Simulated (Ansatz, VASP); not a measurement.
# CdPbSO in two plane-wave programs, part 2 of 3

Aim: how closely do two programs agree when they are given the same cell, functional and k mesh? The cell is invented: As first built, before any earlier steps moved the atoms (in the runner's words): it takes the PbS structure with some of its atoms replaced by other elements, volume scaled by an estimate. It may not be a known or stable phase. The cell is taken from a series of VASP runs on this material, whose earlier steps may have relaxed, scaled or displaced it; both programs get it as it stands. Valence electrons are named where the data sets of a main pair hold unlike numbers.

VASP 6.6.1 and Ansatz 0.2.0.

So far: Set-up; Ansatz: zone-centre phonons, LDA.

## Step 3: VASP: zone-centre phonons, LDA

Level of this step: LDA; plane waves and PAW (Pb_d, Cd, S, O); invented cell (VASP).

The same cell, functional (in two slightly different forms) and mesh now go to VASP, with its own data sets.

Lines of VASP's logs that name or quote its potential files are left out, and so is its time.

The input, INCAR:

```
SYSTEM = CdPbSO
PREC = Accurate
ENCUT = 520
EDIFF = 1E-08
NELM = 100
ISMEAR = 0
SIGMA = 0.05
LREAL = .FALSE.
ALGO = Normal
GGA = CA
NBANDS = 25
LORBIT = 11
LWAVE = .FALSE.
LCHARG = .FALSE.
KPAR = 2
IBRION = 8
LEPSILON = .TRUE.
ISIF = 2
```

The input, POSCAR:

```
CdPbSO
1.0
    3.4845284133      0.0373016679      0.0027962709
   -1.7588269619      3.3587475049      0.4249282133
    0.0071276996      1.0282338125      6.4644815989
Pb Cd S O
1 1 1 1
Direct
    0.9504448466      0.9037035568      0.0482046533
    0.0851269274      0.1684206410      0.4892614990
    0.7119320077      0.4261586888      0.7110216946
    0.5801662182      0.1616441136      0.2504391531
```

The input, KPOINTS:

```
Automatic mesh
0
Gamma
7 7 4
0 0 0
```

Potentials, in the order of the species: Pb_d, Cd, S and O (LDA family, release 64).

Launch:

```
$ mpirun -np 2 vasp_std
```

The log of the run:

```text
[banner, memory and clock lines left out]
running    2 mpi-ranks, on    1 nodes
 distrk:  each k-point on    1 cores,    2 groups
 distr:  one band on    1 cores,    1 groups

 POSCAR found type information on POSCAR PbCdS O
 POSCAR found :  4 types and       4 ions
 LDA part: xc-table for (Slater(with rela. corr.)+CA(PZ))
 , standard interpolation
 POSCAR, INCAR and KPOINTS ok, starting setup
 FFT: planning ... GRIDC
 FFT: planning ... GRID_SOFT
 FFT: planning ... GRID
 WAVECAR not read
 entering main loop
       N       E                     dE             d eps       ncg     rms          rms(c)
DAV:   1     0.365291298725E+03    0.36529E+03   -0.18425E+04  4950   0.166E+03
DAV:   2     0.128572904395E+02   -0.35243E+03   -0.34084E+03  5149   0.429E+02
DAV:   3    -0.204861239842E+02   -0.33343E+02   -0.32705E+02  6370   0.136E+02
DAV:   4    -0.214572275784E+02   -0.97110E+00   -0.96855E+00  5720   0.247E+01
DAV:   5    -0.214853061006E+02   -0.28079E-01   -0.28066E-01  6645   0.441E+00    0.122E+01
DAV:   6    -0.191550192341E+02    0.23303E+01   -0.11683E+01  7616   0.390E+01    0.972E+00
DAV:   7    -0.188453865600E+02    0.30963E+00   -0.32252E+00  5593   0.128E+01    0.570E+00
DAV:   8    -0.188172741646E+02    0.28112E-01   -0.61219E-01  5284   0.489E+00    0.149E+00
DAV:   9    -0.188119621347E+02    0.53120E-02   -0.45914E-02  7818   0.165E+00    0.293E-01
DAV:  10    -0.188115286784E+02    0.43346E-03   -0.12321E-02  6068   0.893E-01    0.121E-01
DAV:  11    -0.188114481792E+02    0.80499E-04   -0.78330E-04  6714   0.255E-01    0.456E-02
DAV:  12    -0.188114562049E+02   -0.80257E-05   -0.11865E-04  5331   0.788E-02    0.240E-02
DAV:  13    -0.188114570021E+02   -0.79719E-06   -0.55082E-06  7138   0.187E-02    0.783E-03
DAV:  14    -0.188114566328E+02    0.36927E-06   -0.11635E-06  5320   0.919E-03    0.317E-03
DAV:  15    -0.188114566038E+02    0.29024E-07   -0.15858E-07  5882   0.359E-03    0.585E-04
DAV:  16    -0.188114566004E+02    0.34051E-08   -0.40282E-08  4550   0.182E-03
   1 F= -.18811457E+02 E0= -.18811457E+02  d E =-.963930E-11
 Linear response reoptimize wavefunctions to high precision
DAV:   1    -0.188114566005E+02   -0.68212E-10   -0.73359E-09  4523   0.764E-04
DAV:   2    -0.188114566006E+02   -0.12051E-09   -0.68735E-10  2669   0.188E-04
DAV:   3    -0.188114566006E+02    0.31832E-11   -0.10041E-10  2657   0.904E-05
 Linear response G [H, r] |phi>, progress :
  Direction:   1
       N       E                     dE             d eps       ncg     rms
RMM:   1    -0.160379989732E+03   -0.16038E+03    0.14268E+02  8946   0.132E+02
RMM:   2    -0.153797581787E+03    0.65824E+01   -0.27812E+01  7960   0.385E+01
RMM:   3    -0.154342481880E+03   -0.54490E+00   -0.34569E+00  8611   0.137E+01
RMM:   4    -0.154384842080E+03   -0.42360E-01   -0.53411E-01  8362   0.538E+00
RMM:   5    -0.154392580987E+03   -0.77389E-02   -0.12979E-01  8733   0.240E+00
RMM:   6    -0.154393811133E+03   -0.12301E-02   -0.42226E-02  8778   0.123E+00
RMM:   7    -0.154394046011E+03   -0.23488E-03   -0.66308E-03  8868   0.464E-01
RMM:   8    -0.154394093382E+03   -0.47370E-04   -0.13053E-03  8845   0.180E-01
RMM:   9    -0.154394069392E+03    0.23989E-04   -0.17763E-04  8767   0.780E-02
RMM:  10    -0.154394073313E+03   -0.39203E-05   -0.10888E-04  8876   0.346E-02
RMM:  11    -0.154394073584E+03   -0.27144E-06    0.23072E-05  9024   0.179E-02
RMM:  12    -0.154394072388E+03    0.11964E-05    0.48055E-05  8634   0.101E-02
RMM:  13    -0.154394072419E+03   -0.31527E-07    0.24533E-05  8385   0.604E-03
RMM:  14    -0.154394072632E+03   -0.21258E-06    0.23036E-05  8040   0.417E-03
RMM:  15    -0.154394072688E+03   -0.56506E-07    0.29862E-05  7689   0.315E-03
RMM:  16    -0.154394072515E+03    0.17339E-06   -0.19113E-05  7521   0.273E-03
RMM:  17    -0.154394072697E+03   -0.18194E-06   -0.35030E-05  7438   0.254E-03
RMM:  18    -0.154394072487E+03    0.21000E-06   -0.26700E-05  7227   0.244E-03
RMM:  19    -0.154394072729E+03   -0.24192E-06    0.44165E-06  7051   0.240E-03
RMM:  20    -0.154394072661E+03    0.68279E-07    0.18207E-05  6903   0.238E-03
 Linear response G [H, r] |phi>, progress :
  Direction:   2
       N       E                     dE             d eps       ncg     rms
RMM:   1    -0.162212030646E+03   -0.16221E+03    0.11138E+02  8794   0.132E+02
RMM:   2    -0.153948204863E+03    0.82638E+01   -0.29658E+01  8151   0.374E+01
RMM:   3    -0.154396570279E+03   -0.44837E+00   -0.29732E+00  8586   0.133E+01
RMM:   4    -0.154438397566E+03   -0.41827E-01   -0.63310E-01  8479   0.563E+00
RMM:   5    -0.154446667539E+03   -0.82700E-02   -0.13071E-01  8704   0.242E+00
RMM:   6    -0.154447866477E+03   -0.11989E-02   -0.45260E-02  8779   0.126E+00
RMM:   7    -0.154448148083E+03   -0.28161E-03   -0.80035E-03  8920   0.493E-01
RMM:   8    -0.154448182329E+03   -0.34246E-04   -0.10238E-03  8819   0.181E-01
RMM:   9    -0.154448192382E+03   -0.10053E-04   -0.14964E-04  8794   0.725E-02
[...]
RMM:   1    -0.106215753969E+00   -0.10622E+00   -0.48671E-02 11877   0.135E+00
RMM:   2    -0.100783792171E+00    0.54320E-02   -0.38969E-03  7882   0.422E-01    0.157E-01
RMM:   3    -0.101101776173E+00   -0.31798E-03   -0.71827E-04  8752   0.193E-01    0.610E-02
RMM:   4    -0.101409527162E+00   -0.30775E-03   -0.97941E-05  8255   0.713E-02    0.250E-02
[...]
RMM:   4    -0.123404570592E+00   -0.23906E-03   -0.19274E-04  8592   0.879E-02    0.408E-02
RMM:   5    -0.123435155567E+00   -0.30585E-04   -0.40486E-05  8476   0.438E-02    0.204E-02
RMM:   6    -0.123429950758E+00    0.52048E-05   -0.84783E-06  8570   0.212E-02    0.813E-03
RMM:   7    -0.123429053107E+00    0.89765E-06   -0.12278E-06  8314   0.889E-03    0.248E-03
RMM:   8    -0.123432879382E+00   -0.38263E-05   -0.20004E-07  8268   0.374E-03    0.875E-04
RMM:   9    -0.123434413393E+00   -0.15340E-05   -0.60658E-08  8735   0.165E-03    0.172E-04
RMM:  10    -0.123434387525E+00    0.25868E-07   -0.17960E-08  8875   0.740E-04    0.794E-05
RMM:  11    -0.123434305921E+00    0.81604E-07    0.24943E-09  8674   0.402E-04    0.234E-05
RMM:  12    -0.123434247808E+00    0.58114E-07    0.13061E-08  8564   0.215E-04    0.133E-05
RMM:  13    -0.123434216695E+00    0.31113E-07   -0.56542E-09  9304   0.128E-04    0.537E-06
RMM:  14    -0.123434231194E+00   -0.14499E-07   -0.75959E-08  8669   0.870E-05    0.538E-06
RMM:  15    -0.123434217924E+00    0.13271E-07   -0.73000E-08  9048   0.669E-05    0.947E-07
RMM:  16    -0.123434213325E+00    0.45992E-08   -0.68135E-08  8568   0.594E-05    0.698E-07
 first order change of Fermi-energy  -0.14464E+00
 force on displaced ion       3 direction 3 :   0.023   0.229  -5.676
 Born effective charge ion    3 direction 3 :   0.002  -0.002  -3.086
 Linear response progress:
  Degree of freedom:  10/ 12
       N       E                     dE             d eps       ncg     rms          rms(c)
RMM:   1    -0.362607465657E+00   -0.36261E+00    0.35529E-01 11397   0.303E+00
RMM:   2    -0.353356906498E+00    0.92506E-02   -0.20146E-02  7598   0.110E+00    0.133E-01
RMM:   3    -0.354090566553E+00   -0.73366E-03   -0.28981E-03  8248   0.358E-01    0.769E-02
RMM:   4    -0.355194365729E+00   -0.11038E-02   -0.60236E-04  7936   0.161E-01    0.131E-02
RMM:   5    -0.355063697680E+00    0.13067E-03   -0.62563E-05  8589   0.622E-02    0.630E-03
RMM:   6    -0.355037329643E+00    0.26368E-04   -0.95224E-06  8207   0.229E-02    0.222E-03
RMM:   7    -0.355042357290E+00   -0.50276E-05   -0.26307E-06  9101   0.111E-02    0.923E-04
RMM:   8    -0.355050499868E+00   -0.81426E-05   -0.35115E-07  8470   0.457E-03    0.422E-04
RMM:   9    -0.355047764583E+00    0.27353E-05   -0.61056E-08  8878   0.195E-03    0.802E-05
RMM:  10    -0.355048780966E+00   -0.10164E-05   -0.20467E-08  8770   0.895E-04    0.351E-05
RMM:  11    -0.355048886490E+00   -0.10552E-06   -0.11471E-08  8967   0.439E-04    0.107E-05
RMM:  12    -0.355048839584E+00    0.46906E-07   -0.89059E-09  9105   0.223E-04    0.410E-06
RMM:  13    -0.355048876880E+00   -0.37296E-07   -0.69732E-09  9431   0.132E-04    0.225E-06
RMM:  14    -0.355048862852E+00    0.14029E-07   -0.69109E-09  8657   0.804E-05    0.741E-07
RMM:  15    -0.355048867565E+00   -0.47136E-08   -0.92691E-09  7434   0.588E-05    0.497E-07
 first order change of Fermi-energy  -0.48162E+00
 force on displaced ion       4 direction 1 :  -1.788   0.045   0.185
 Born effective charge ion    4 direction 1 :  -3.005  -0.001   0.023
 Linear response progress:
  Degree of freedom:  11/ 12
       N       E                     dE             d eps       ncg     rms          rms(c)
RMM:   1    -0.367097239105E+00   -0.36710E+00    0.32250E-01 11185   0.298E+00
RMM:   2    -0.357641430283E+00    0.94558E-02   -0.18213E-02  7604   0.103E+00    0.942E-02
RMM:   3    -0.358442985847E+00   -0.80156E-03   -0.21271E-03  8044   0.321E-01    0.535E-02
RMM:   4    -0.359498412935E+00   -0.10554E-02   -0.53344E-04  7847   0.157E-01    0.155E-02
RMM:   5    -0.359539390584E+00   -0.40978E-04   -0.66759E-05  8701   0.640E-02    0.787E-03
RMM:   6    -0.359425877770E+00    0.11351E-03   -0.10806E-05  7966   0.237E-02    0.197E-03
RMM:   7    -0.359453196950E+00   -0.27319E-04   -0.21541E-06  8799   0.106E-02    0.766E-04
RMM:   8    -0.359454092759E+00   -0.89581E-06   -0.29978E-07  8651   0.416E-03    0.254E-04
RMM:   9    -0.359453642874E+00    0.44988E-06   -0.49844E-08  8890   0.169E-03    0.966E-05
RMM:  10    -0.359453965100E+00   -0.32223E-06   -0.15844E-08  8965   0.812E-04    0.326E-05
RMM:  11    -0.359454183052E+00   -0.21795E-06   -0.68305E-09  8990   0.389E-04    0.142E-05
RMM:  12    -0.359454158100E+00    0.24952E-07   -0.80576E-09  9037   0.193E-04    0.727E-06
RMM:  13    -0.359454180999E+00   -0.22900E-07   -0.56632E-09  9287   0.108E-04    0.249E-06
RMM:  14    -0.359454170743E+00    0.10256E-07   -0.79867E-09  8762   0.689E-05    0.188E-06
RMM:  15    -0.359454185961E+00   -0.15219E-07   -0.11534E-08  8485   0.522E-05    0.272E-07
RMM:  16    -0.359454184317E+00    0.16449E-08   -0.77977E-09  7357   0.447E-05    0.222E-07
 first order change of Fermi-energy   0.55772E+00
 force on displaced ion       4 direction 2 :   0.047  -1.919  -0.086
 Born effective charge ion    4 direction 2 :   0.001  -2.877  -0.266
 Linear response progress:
  Degree of freedom:  12/ 12
       N       E                     dE             d eps       ncg     rms          rms(c)
RMM:   1    -0.376363737171E+00   -0.37636E+00    0.38728E-01 10824   0.309E+00
RMM:   2    -0.369035093113E+00    0.73286E-02   -0.19402E-02  7737   0.106E+00    0.173E-01
RMM:   3    -0.369698920978E+00   -0.66383E-03   -0.26500E-03  8117   0.341E-01    0.989E-02
RMM:   4    -0.370396467164E+00   -0.69755E-03   -0.52961E-04  8495   0.144E-01    0.359E-02
RMM:   5    -0.370603837945E+00   -0.20737E-03   -0.69386E-05  8356   0.634E-02    0.124E-02
RMM:   6    -0.370610809520E+00   -0.69716E-05   -0.13491E-05  7788   0.288E-02    0.423E-03
RMM:   7    -0.370620950020E+00   -0.10140E-04   -0.30601E-06  8254   0.137E-02    0.171E-03
RMM:   8    -0.370601301123E+00    0.19649E-04   -0.72000E-07  8475   0.639E-03    0.654E-04
RMM:   9    -0.370603662170E+00   -0.23610E-05   -0.12707E-07  8731   0.267E-03    0.417E-04
RMM:  10    -0.370604973240E+00   -0.13111E-05   -0.37476E-08  8313   0.127E-03    0.115E-04
RMM:  11    -0.370604798026E+00    0.17521E-06   -0.19435E-08  8923   0.638E-04    0.571E-05
RMM:  12    -0.370604874754E+00   -0.76727E-07   -0.15509E-08  8735   0.325E-04    0.149E-05
RMM:  13    -0.370604866292E+00    0.84619E-08   -0.15719E-08  8947   0.190E-04    0.106E-05
 first order change of Fermi-energy   0.13208E+00
 force on displaced ion       4 direction 3 :   0.187  -0.089  -5.502
 Born effective charge ion    4 direction 3 :   0.008  -0.060  -3.717
 Born effective charges drift removed
 Linear response finished
```

(Part 2 of 3 ends here.)

[Lines on the potential files, build, host, timing and source positions are cut from VASP's logs without a mark.]

[Logs are printed without paths, hosts, clocks, repeated set-up lines and the standing remarks that a program may print on its own settings, such as how far it seeks lower states.]

[Hosts, paths, dates, database ids (printed as entryN), source tags and the programs' standing remarks are cut or masked in the printed files.]
